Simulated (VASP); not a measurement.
VASP ran on this input.

**INCAR**
```
SYSTEM = Cr
PREC = Accurate
ENCUT = 520
EDIFF = 1E-7
NELM = 100
ALGO = Normal
LREAL = .FALSE.
LASPH = .TRUE.
ISMEAR = 1
SIGMA = 0.1
METAGGA = R2SCAN
LUSE_VDW = .TRUE.
BPARAM = 11.95
CPARAM = 0.0093
LMIXTAU = .TRUE.
LMAXMIX = 4
ISPIN = 2
MAGMOM = 2.7 -2.7
LORBIT = 10
LWAVE = .FALSE.
LCHARG = .FALSE.
ISIF = 2
```

### KPOINTS
```
Automatic mesh
0
G
12 12 12
0 0 0
```

POSCAR:
```
Cr
1
    2.9821470971     0.0000000000     0.0000000000
    0.0000000000     2.9821470971     0.0000000000
    0.0000000000     0.0000000000     2.9821470971
Cr
2
Direct
  0.0000000000   0.0000000000   0.0000000000
  0.5000000000   0.5000000000   0.5000000000
```

POTCAR, in this order: Cr_pv (PBE.64 set). Program: vasp_std.

Write an equivalent input for Ansatz.

One equivalent input (not run):
Ansatz 0.2 input:
```yaml
crystal:
  lattice:
    - [2.9821471, 0.0000000, 0.0000000]
    - [0.0000000, 2.9821471, 0.0000000]
    - [0.0000000, 0.0000000, 2.9821471]
  atoms:
    - { symbol: Cr, position: [0.0000000, 0.0000000, 0.0000000], spin: 2.7 }
    - { symbol: Cr, position: [0.5000000, 0.5000000, 0.5000000], spin: -2.7 }
kpoints:
  mp_grid: { grid: [12, 12, 12] }
hamiltonian:
  xc: r2scan
  dispersion: rvv10
  pseudopotentials: { kind: paw }
magnetization: { spin_polarized: true }
scf:
  occupations: { method: methfessel_paxton, width: 0.1 }
  max_iter: 100
output: { forces: true, stress: true, eigenvalues: true }
```
Limits of the translation: each code has its own PAW files, so the cut-off isn't converted (ENCUT is set for VASP's; basis.ecutwfc is left out, and Ansatz then takes the one that its files recommend); Ansatz stops its SCF on the density residual and VASP on the energy change (EDIFF).

The compound is Cr in the bcc, AFM order structure. This cell is one point of a volume scan, at 1.03 of the reference volume.
